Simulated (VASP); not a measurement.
OSZICAR of a VASP run on Zn36S36:

**OSZICAR**
```
       N       E                     dE             d eps       ncg     rms          rms(c)
DAV:   1    -0.242549817340E+03   -0.24255E+03   -0.61999E-05  1064   0.132E-02    0.105E-02
RMM:   2    -0.242549815209E+03    0.21310E-05   -0.96662E-06   736   0.530E-03    0.529E-03
RMM:   3    -0.242549814867E+03    0.34185E-06   -0.28401E-06   616   0.266E-03    0.554E-03
RMM:   4    -0.242549814808E+03    0.58673E-07   -0.93324E-07   494   0.206E-03
   1 F= -.24254981E+03 E0= -.24254981E+03  d E =-.103367E-11
```

Which electronic solver shows in the log?

It is blocked Davidson (ALGO = Normal, or the opening steps of other solvers) and then RMM-DIIS (ALGO = Fast or VeryFast). The INCAR had ALGO = Fast.

Can the final energy be trusted as converged?

The calculation finished and met its thresholds. It stopped with EDIFF = 1E-6, NELM = 100 (PBE GGA, plane waves, VASP's PBE PAW potentials (set 64)). The supercell is sampled at Γ alone, which is coarse: total energies, pressure and levels can be off, energies of defects by several tenths of an eV.

The cell is a supercell, built from a database entry that may be metastable or hypothetical.
